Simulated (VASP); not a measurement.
Here is a VASP 6.6.1 calculation.

Contents of POSCAR:

```
CsLiCr2Te2S3
1.0
    3.4216200000     -5.1806900000      0.0078400000
    3.4216200000      5.1806900000      0.0078400000
   -2.9041100000      0.0000000000      7.4309300000
Cs Li Cr Te S
1 1 2 2 3
Direct
    0.0937400000      0.0937400000      0.0085300000
    0.5887500000      0.5887500000      0.5533600000
    0.0564600000      0.4675500000      0.5579000000
    0.4675500000      0.0564600000      0.5579000000
    0.5648600000      0.8735700000      0.2903500000
    0.8735700000      0.5648600000      0.2903500000
    0.8115100000      0.3969700000      0.7334700000
    0.3969700000      0.8115100000      0.7334700000
    0.2140400000      0.2140400000      0.4837100000
```

Contents of INCAR.step1:

```
ALGO = Normal
EDIFF = 1E-5
ENCUT = 520
GGA = PE
ISIF = 2
ISMEAR = -1
ISPIN = 2
LASPH = T
LCHARG = F
LMAXMIX = 4
LREAL = F
LWAVE = T
MAGMOM = 0 0 3 3 0 0 0 0 0
NELM = 150
PREC = Accurate
SIGMA = 0.05
```

INCAR.step2

```
AEXX = 0.2
AGGAC = 0.81
AGGAX = 0.72
ALDAC = 0.19
ALGO = Normal
EDIFF = 1E-6
ENCUT = 520
GGA = B3
HFRCUT = -1
ISIF = 2
ISMEAR = 0
ISPIN = 2
ISTART = 1
LASPH = T
LCHARG = F
LHFCALC = T
LMAXMIX = 4
LORBIT = 10
LREAL = F
LWAVE = F
MAGMOM = 0 0 3 3 0 0 0 0 0
NEDOS = 2001
NELM = 150
PREC = Accurate
PRECFOCK = Fast
SIGMA = 0.05
```

Contents of KPOINTS:

```
k-points
0
Gamma
  3 3 2
```

Potentials or basis: VASP PAW PBE potentials, release 64 (Cs_sv, Li_sv, Cr_pv, Te, S).

Command:

```sh
$ cat potpaw_PBE.64/Cs_sv/POTCAR potpaw_PBE.64/Li_sv/POTCAR potpaw_PBE.64/Cr_pv/POTCAR potpaw_PBE.64/Te/POTCAR potpaw_PBE.64/S/POTCAR > POTCAR
$ cp INCAR.step1 INCAR
$ mpirun -np 8 vasp_std > vasp.out
$ cp INCAR.step2 INCAR
$ mpirun -np 8 vasp_std > vasp.out
```

Q: What does it give for the largest force?

A: 0.328 eV/Å.

Q: What does it give for the band gap on the k mesh?

A: None (metal or under the smearing width).

Q: Predict the net moment.

A: 4.00 μB per cell.

Q: Estimate the site moments.

A: Cs -0.00; Li +0.00; Cr +2.68; Te -0.36; S -0.13 μB.

Forces in eV/Å, atoms in the order of the input:
```
Cs   0.006  0.000 -0.023
Li  -0.068  0.000  0.079
Cr  -0.040  0.025 -0.024
Cr  -0.040 -0.025 -0.024
Te  -0.067 -0.129 -0.230
Te  -0.067  0.129 -0.230
S    0.113  0.115  0.286
S    0.113 -0.115  0.286
S    0.051  0.000 -0.119
```

Caveat: the k mesh is coarse (spacing up to 0.42 Å⁻¹), so the values aren't converged, least of all with exact exchange; the PAW data sets were made with another functional, which shifts forces and pressure a little; only a ferromagnetic start was run, and an antiferromagnetic order may lie lower in energy. Spin-orbit coupling is left out, which matters for the levels of Cs, Te.
